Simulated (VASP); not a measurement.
A cell of CsBr (CsCl type) near equilibrium:

```xyz
2
Lattice="4.3865 0.0000 0.0000 0.0000 4.3865 0.0000 0.0000 0.0000 4.3865" Properties=species:S:1:pos:R:3 pbc="T T T"
Cs     0.0000     0.0000     0.0000
Br     2.1932     2.1932     2.1932
```

Computed with PBE GGA, VASP's PBE PAW potentials (set 64) (plane waves; VASP).

Unless said otherwise, spin-orbit coupling is left out, though it shifts the bands of the heavy elements here.

```
run               ΔE (meV/atom)   σxx   σyy   σzz  largest shear component, with its sign (GPa)  largest force (eV/Å)  gap (eV)
----------------  -------------  ----  ----  ----  --------------------------------------------  --------------------  --------
as it is                    0.0  0.06  0.06  0.06                                          0.00                 0.000      4.25
after one change            2.1  0.47  0.47  0.47                                          0.00                 0.000      4.36
```
Stress is in GPa, positive when the cell is compressed; gaps are those on the k-mesh, and 0.00 means metallic.

Q: Name the change that produced these shifts.
(A) isotropic strain of -1.0 %
(B) biaxial strain of +1.0 % in the xz plane
(C) biaxial strain of +2.0 % in the yz plane
(D) uniaxial strain of +3.0 % along y

A: A, isotropic strain of -1.0 %

The compound is CsBr in the CsCl type structure.
